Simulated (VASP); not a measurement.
Level of theory: PBE GGA, VASP's PBE PAW potentials (set 64) (plane waves; VASP).

A VASP calculation is set up with these files.

**POSCAR**
```
Tl
1.0
  3.4973400000   0.0000000000   0.0000000000
 -1.7486700000   3.0287850000   0.0000000000
  0.0000000000   0.0000000000   5.6465600000
Tl
2
direct
  0.3300630000   0.6681820000   0.2506650000
  0.6699370000   0.3318180000   0.7493350000
```

**INCAR**
```
SYSTEM = Tl
PREC = Accurate
ENCUT = 210
EDIFF = 1E-6
NELM = 100
ALGO = Normal
LREAL = .FALSE.
LASPH = .TRUE.
ISMEAR = -1
SIGMA = 0.1
GGA = PE
LMAXMIX = 4
LWAVE = .FALSE.
LCHARG = .FALSE.
ISIF = 2
```

File KPOINTS:
```
K-points
0
Gamma
10 10 5
0 0 0
```

POTCAR, in this order: Tl_d (PBE.64 set). Program: vasp_std.

At this cut-off the stress carries a Pulay error, which pulls relaxed volumes low. Unless said otherwise, spin-orbit coupling is left out, though it shifts the bands of the heavy elements here.

### Question
Predict the energy per atom (σ→0), pressure, band gap (on the k-mesh).

### Answer

```json
{
  "energy per atom (σ→0)": "-2.189 eV/atom",
  "band gap (on the k-mesh)": "none (metal, semimetal or under 0.01 eV)",
  "pressure": "-98.5 kbar"
}
```

**OSZICAR**
```
...
DAV:   5    -0.446535433812E+01   -0.25302E-04   -0.25303E-04  9673   0.960E-02    0.218E+00
DAV:   6    -0.440524628133E+01    0.60108E-01   -0.13138E-01  8777   0.297E+00    0.135E+00
DAV:   7    -0.439759907137E+01    0.76472E-02   -0.41848E-02  8861   0.169E+00    0.644E-01
DAV:   8    -0.439774436357E+01   -0.14529E-03   -0.13077E-03  8770   0.247E-01    0.488E-02
DAV:   9    -0.439773905978E+01    0.53038E-05   -0.90757E-06 10016   0.248E-02    0.119E-02
DAV:  10    -0.439774588820E+01   -0.68284E-05   -0.73951E-06  6892   0.210E-02    0.212E-03
DAV:  11    -0.439774577433E+01    0.11388E-06   -0.11384E-07  4534   0.245E-03
   1 F= -.43977458E+01 E0= -.43782618E+01  d E =-.389680E-01
```

The structure comes from a computed database's Tl entry; how it stands against other phases isn't given here. The cell was not relaxed at this level, atoms are displaced from their ideal sites. The run is one of a series of settings (ENCUT = 210 against the base run), some of them coarse on purpose.
